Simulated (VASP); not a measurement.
# Li4GeN2 in VASP: further runs, part 2 of 2

VASP 6.6.1. The steps go on from the part before.

**4. Relaxation of cell and atoms, PBE**

This run uses another cell than the first one, of 11.56 Å³/atom, 0.775 times its volume.

The input, INCAR:

```
SYSTEM = Li4GeN2
  PREC = Normal
  ENCUT = 520
  EDIFF = 1E-4
  ISMEAR = 0
  SIGMA = 0.15
  LREAL = .False.
  LASPH = .True.
  NELM = 60
  ALGO = Fast
  ISIF = 3
  LWAVE = .False.
  LCHARG = .False.
  GGA = PE
  IBRION = 2
  NSW = 24
  EDIFFG = -0.08
  KPAR = 2
```

The input, KPOINTS:

```
Automatic mesh
0
Gamma
  5 5 5
  0 0 0
```

The input, POSCAR:

```
Li4GeN2
1.0
   -1.8000000000      3.1000000000      3.6250000000
    1.8000000000     -3.1000000000      3.6250000000
    1.8000000000      3.1000000000     -3.6250000000
Li Ge N
4 1 2
Direct
    0.4170000000      0.7500000000      0.6670000000
    0.0830000000      0.7500000000      0.3330000000
    0.5830000000      0.2500000000      0.3330000000
    0.9170000000      0.2500000000      0.6670000000
    0.0000000000      0.0000000000      0.0000000000
    0.2600000000      0.2600000000      0.0000000000
    0.7400000000      0.7400000000      0.0000000000
```

Potentials or basis: VASP PAW PBE potentials, release 64 (Li_sv, Ge_d, N).

Launch:

```sh
$ cat potpaw_PBE.64/Li_sv/POTCAR potpaw_PBE.64/Ge_d/POTCAR potpaw_PBE.64/N/POTCAR > POTCAR
$ mpirun -np 2 vasp_std > vasp.out
```

OUTCAR:

```text
SYSTEM = Li4GeN2
   PREC = Normal
   ENCUT = 520
   EDIFF = 1E-4
   ISMEAR = 0
   LREAL = .False.
   LASPH = .True.
   NELM = 60
   ISIF = 3
   GGA = PE
   IBRION = 2
   NSW = 24
   EDIFFG = -0.08

 ion  position               nearest neighbor table
   1  0.417  0.750  0.667-   7 2.07   2 2.07   3 2.07   3 2.07   6 2.08   6 2.08   5 2.75   5 2.76
                             5 2.76
   2  0.083  0.750  0.333-   7 2.07   1 2.07   4 2.07   4 2.07   6 2.08   6 2.08   5 2.75   5 2.76
                             5 2.76
   3  0.583  0.250  0.333-   6 2.07   4 2.07   1 2.07   1 2.07   7 2.08   7 2.08   5 2.75   5 2.76
                             5 2.76
   4  0.917  0.250  0.667-   6 2.07   3 2.07   2 2.07   2 2.07   7 2.08   7 2.08   5 2.75   5 2.76
                             5 2.76
   5  0.000  0.000  0.000-   6 1.88   7 1.88   3 2.75   1 2.75   4 2.75   2 2.75   3 2.76   2 2.76
                             4 2.76   1 2.76   2 2.76   4 2.76   3 2.76   1 2.76
   6  0.260  0.260  0.000-   5 1.88   4 2.07   3 2.07   2 2.08   1 2.08   1 2.08   2 2.08
   7  0.740  0.740  0.000-   5 1.88   2 2.07   1 2.07   4 2.08   4 2.08   3 2.08   3 2.08

  LATTYP: Found a body centered orthorhombic cell.
 ALAT       =     3.6000000000
 B/A-ratio  =     1.7222222222
 C/A-ratio  =     2.0138888889

  Lattice vectors:

 A1 = (  -1.8000000000,   3.1000000000,   3.6250000000)
 A2 = (   1.8000000000,  -3.1000000000,   3.6250000000)
 A3 = (   1.8000000000,   3.1000000000,  -3.6250000000)

Analysis of symmetry for initial positions (statically):
=====================================================================
 Subroutine PRICEL returns:
 Original cell was already a primitive cell.

 Routine SETGRP: Setting up the symmetry group for a
 body centered orthorhombic supercell.

 Subroutine GETGRP returns: Found  8 space group operations
 (whereof  8 operations were pure point group operations)
 out of a pool of  8 trial point group operations.

The static configuration has the point symmetry D_2h.

[... 168 lines left out ...]
  ext. energy  EPLUGINS =         0.00000000
  ---------------------------------------------------
  free energy    TOTEN  =       -29.03542962 eV

  energy without entropy =      -29.01206526  energy(sigma->0) =      -29.02374744

------------------------ aborting loop because EDIFF is reached ----------------------------------------

  FORCE on cell =-STRESS in cart. coord.  units (eV):
  Direction    XX          YY          ZZ          XY          YZ          ZX
  --------------------------------------------------------------------------------------
  -------------------------------------------------------------------------------------
  Total        0.8764692      2.7079320      1.8064156      0.0000000      0.0000000      0.0000000
  in kB       17.3558158     53.6223858     35.7705866      0.0000000      0.0000000      0.0000000
  external PRESSURE =      35.5829294 kB  Pullay stress =       0.0000000 kB
[... 104 lines left out ...]
  FREE ENERGIE OF THE ION-ELECTRON SYSTEM (eV)
  ---------------------------------------------------
  free  energy   TOTEN  =       -29.1208873477 eV

  energy  without entropy=      -29.0961094622  energy(sigma->0) =      -29.10849840

[... ionic steps 4 to 10 ...]

--------------------------------------- Ionic step       11  -------------------------------------------

 number of electron      36.0000116 magnetization

------------------------ aborting loop because EDIFF is reached ----------------------------------------
[... 77 lines left out ...]
--------------------------------------- Ionic step       13  -------------------------------------------

 number of electron      36.0000112 magnetization

 Free energy of the ion-electron system (eV)
  ---------------------------------------------------
  ext. energy  EPLUGINS =         0.00000000
  ---------------------------------------------------
  free energy    TOTEN  =       -29.18186376 eV

  energy without entropy =      -29.15880500  energy(sigma->0) =      -29.17033438

 E-fermi :   3.3173     XC(G=0):  -8.9550

 val. band max:        3.3158567694   @ k =   0.4000  -0.4000   0.4000
 cond. band min:       3.3312452508   @ k =   0.2000   0.2000   0.0000
 fundamental gap:      0.0153884814
 Fermi energy:         3.3172815461

 k-point     1 :       0.0000    0.0000    0.0000
  band No.  band energies     occupation
      1     -43.1734      2.00000
      2     -43.0556      2.00000
      3     -42.9676      2.00000
      4     -42.8518      2.00000
      5     -21.9208      2.00000
      6     -21.8886      2.00000
[... 589 lines left out ...]
     21       6.8658      0.00000
     22       8.7152      0.00000

 [... further k-points ...]

------------------------ aborting loop because EDIFF is reached ----------------------------------------

  FORCE on cell =-STRESS in cart. coord.  units (eV):
  Direction    XX          YY          ZZ          XY          YZ          ZX
  --------------------------------------------------------------------------------------
  -------------------------------------------------------------------------------------
  Total       -0.0341064      0.0471765      0.4256406     -0.0000000      0.0000000      0.0000000
  in kB       -0.6126152      0.8473793      7.6453046     -0.0000000      0.0000000      0.0000000
  external PRESSURE =       2.6266896 kB  Pullay stress =       0.0000000 kB
[... 22 lines left out ...]
  FREE ENERGIE OF THE ION-ELECTRON SYSTEM (eV)
  ---------------------------------------------------
  free  energy   TOTEN  =       -29.1818637590 eV

  energy  without entropy=      -29.1588050048  energy(sigma->0) =      -29.17033438

 reached required accuracy - stopping structural energy minimisation
```

OSZICAR:

```text
N       E                     dE             d eps       ncg     rms          rms(c)
DAV:   1     0.311403509102E+03    0.31140E+03   -0.18234E+04  1330   0.280E+03
DAV:   2     0.200167889947E+02   -0.29139E+03   -0.28237E+03  1324   0.692E+02
[... 184 lines left out ...]
  12 F= -.29181036E+02 E0= -.29169496E+02  d E =-.277861E-01
       N       E                     dE             d eps       ncg     rms          rms(c)
DAV:   1    -0.291827923408E+02   -0.18339E-02   -0.20530E-01  1254   0.389E+00    0.242E-01
RMM:   2    -0.291822063174E+02    0.58602E-03   -0.33212E-03  1498   0.624E-01    0.144E-01
RMM:   3    -0.291818445727E+02    0.36174E-03   -0.12976E-03  1393   0.342E-01    0.175E-02
RMM:   4    -0.291818637590E+02   -0.19186E-04   -0.25506E-04  1020   0.177E-01
  13 F= -.29181864E+02 E0= -.29170334E+02  d E =-.286135E-01
```

It took 2.2 min on 2 MPI ranks of Intel Xeon 6975P-C (Granite Rapids), shared host; peak memory 0.18 GiB.

These settings aren't checked as converged: the numbers below hold their error.

Results:

```
Free energy                            : -29.1819 eV
Relaxed volume                         : 12.74 Å³/atom
Relaxed cell                           : a = 5.342 Å, b = 5.342 Å, c = 5.342 Å, α = 140.97°, β = 105.16°, γ = 87.80°
Space group after relaxing (to 0.05 Å) : Immm (No. 71)
Energy gained by relaxing              : 20.9 meV/atom
Ionic steps                            : 13
Largest force after relaxing           : 0.078 eV/Å
Band gap on the k mesh                 : none (metal or under the smearing width)
```

Caveat: the k mesh is coarse (spacing up to 0.40 Å⁻¹), so the values aren't converged; the cutoff is under 1.25 times the usual one of these potentials, so pressure, stress and relaxed cells hold a basis-set (Pulay) error; the relaxation stopped at a loose force limit of 0.08 eV/Å, so its end isn't a converged minimum.
